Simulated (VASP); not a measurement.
Energy against volume of CdF2 (fluorite). Computed with LDA (Ceperley-Alder, Perdew-Zunger), VASP's LDA PAW potentials (set 64) (plane waves; VASP).

```
V (Å³/atom)  E (eV/atom)
-----------  -----------
11.764          -4.22369
12.140          -4.23999
12.515          -4.24551
12.891          -4.24199
13.266          -4.23088
```

Q: Fit a third-order Birch-Murnaghan equation of state.

A: 
The volume per atom comes out as 12.55 Å^3/atom and the bulk modulus comes out as 127 GPa. The pressure derivative of the bulk modulus comes out as 4.88 and the lattice constant a is 5.320 Å.

The compound is CdF2 in the fluorite structure. It was relaxed first.
